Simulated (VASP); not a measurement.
Calculation: PBE GGA with D3 dispersion (zero damping), VASP's PBE PAW potentials (set 64) (plane waves; VASP 6.6.1).

Input for VASP

**INCAR**
```
# general
SYSTEM=AlN
PREC  =Accurate
ENCUT =520
LREAL =.FALSE.
LASPH =.TRUE.

# electronic loop
EDIFF =1E-7
NELM  =100
ALGO  =Normal

# smearing
ISMEAR=0
SIGMA =0.05

# functional
GGA   =PE
IVDW  =11

# ions
IBRION=2
NSW   =30
ISIF  =4
EDIFFG=-0.01

# output
LWAVE =.FALSE.
LCHARG=.FALSE.
```

POSCAR:
```
AlN
1.0
  1.5258567185  -2.6428613557   0.0000000000
  1.5258567185   2.6428613557   0.0000000000
  0.0000000000   0.0000000000   4.8880493384
Al N
2 2
Cartesian
  1.5258567185  -0.8809555471   2.4445479544
  1.5258567185   0.8809555471   0.0005232852
  1.5258567185  -0.8809555471   4.3107362312
  1.5258567185   0.8809555471   1.8667115620
```

File KPOINTS:
```
kpoints
0
G
 8 8 5
```

POTCAR, in this order: Al N (PBE.64 set). Program: vasp_std.

Q: Predict the energy per atom (σ→0), dispersion energy.

A: 
| Item | Value |
|---|---|
| energy per atom (σ→0) | -7.579 eV/atom |
| dispersion energy | -0.691 eV |

**OSZICAR**
```
...
   4 F= -.30315427E+02 E0= -.30315427E+02  d E =-.632488E-04
       N       E                     dE             d eps       ncg     rms          rms(c)
DAV:   1    -0.296241968924E+02    0.13429E-04   -0.27156E-03   720   0.483E-01    0.779E-03
DAV:   2    -0.296241992637E+02   -0.23713E-05   -0.36324E-05   856   0.522E-02    0.539E-03
DAV:   3    -0.296241984310E+02    0.83272E-06   -0.88488E-07   832   0.105E-02    0.254E-03
DAV:   4    -0.296241982983E+02    0.13267E-06   -0.83880E-07   756   0.817E-03    0.824E-04
DAV:   5    -0.296241982918E+02    0.64842E-08   -0.76470E-08   360   0.283E-03
   5 F= -.30315437E+02 E0= -.30315437E+02  d E =-.732621E-04
```

The compound is AlN in the wurtzite structure. This cell is one point of a volume scan, at 0.94 of the reference volume. Symmetry was kept, so distortions that lower it aren't found.
